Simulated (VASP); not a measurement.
Runs of VASP 6.6.1 on Sn. Symmetry: Pm-3m, No. 221, cubic system. The conventional cell has a = 3.117 Å, b = 3.117 Å, c = 3.117 Å, α = 90.00°, β = 90.00°, γ = 90.00°. Sn (site symmetry m-3m) is surrounded by 6 Sn at 3.12 Å. The cell was built by a generator and needn't be a form met in nature.

```tsv
task	spin	cell	k mesh	cutoff (eV)	gap on the mesh (eV)	pressure (GPa)
relaxation of cell and atoms	off	relaxed	10 × 10 × 10	600	none	0.0
single point	off	Pm-3m, 27.04 Å³/atom	17 × 17 × 17	520	none	(a)
single point	non-collinear, zero start, SOC	Pm-3m, 27.04 Å³/atom	10 × 10 × 10	520	-	0.0
single point	off	Pm-3m, 27.04 Å³/atom	10 × 10 × 10	520	none	0.0
single point	off	Pm-3m, 24.87 Å³/atom	12 × 12 × 12	520	none	6.3
```

Alike in all rows: level LDA; potentials or basis VASP PAW LDA potentials, release 64 (Sn_d); smearing fermi-dirac 0.1 eV.

Fill in the values left out.

(a) 0.3.

A k mesh can miss the band edges, and rows without SOC leave out spin-orbit coupling on Sn.

A gap of «none» marks a metal or a gap under the smearing width.
